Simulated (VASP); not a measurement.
```
SnO
1.0
    3.73924     0.00000     0.00000
    0.00000     3.73924     0.00000
    0.00000     0.00000     4.42945
Sn O
2 2
Cartesian
  1.86962   0.00000   3.26818
  0.00000   1.86962   1.16127
  1.86962   1.86962   0.00000
  0.00000   0.00000   0.00000
```

Computed with PBEsol GGA, VASP's PBE PAW potentials (set 64) (plane waves; VASP 6.6.1). Numerical set-up: 620 eV cut-off, 8×8×7 Γ-centred mesh, first-order Methfessel-Paxton smearing of 0.10 eV, potentials Sn_d O.

Without a dispersion term in the relaxation, distances and binding between the weakly bound layers, chains or molecules are unreliable, and so is what depends on them. Unless said otherwise, spin-orbit coupling is left out, though it shifts the bands of the heavy elements here.

Q: What does the run give for the energy per atom (σ→0), pressure, band gap (on the k-mesh) with the smallest direct gap where there is one?

A: 
```
Quantity                                                     Value
------------------------  ----------------------------------------
band gap (on the k-mesh)  none (metal, semimetal or under 0.01 eV)
energy per atom (σ→0)                               -6.030 eV/atom
pressure                                                  5.11 GPa
```

The compound is SnO in the litharge structure. It was relaxed first under an external pressure of 5 GPa.
